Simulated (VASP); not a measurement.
Zn4Te3O:

```
Zn Te O
1.0
    -2.91560    2.91560    5.65929
     2.91560   -2.91560    5.65929
     2.91560    2.91560   -5.65929
Zn Te O
4 3 1
Direct
  0.69134 0.69134 0.59709
  0.09425 0.09425 0.40291
  0.30866 0.90575 0.00000
  0.90575 0.30866 0.00000
  0.50000 0.50000 0.00000
  0.25000 0.75000 0.50000
  0.75000 0.25000 0.50000
  0.00000 0.00000 0.00000
```

The cell was built by a generator and needn't be a form met in nature.

Base run:

| Quantity | Value |
| --- | --- |
| Program | VASP 6.6.1 |
| Functional | PBE |
| Potentials or basis | VASP PAW PBE potentials, release 64 (Zn, Te, O) |
| Cutoff | 520 eV |
| k mesh | 8 × 8 × 8 |
| Occupations | gaussian, width 0.1 eV |
| Spin | no spin polarisation |

Its results: band gap on the k mesh 0.31 eV, direct.

The run is repeated on the same cell with these changes: functional from PBE to PBEsol. What comes out?

Band gap on the k mesh 0.23 eV, direct.

Caveats: spin-orbit coupling is left out, which moves the levels of the heavy elements.

Not every run made on this cell is shown here.
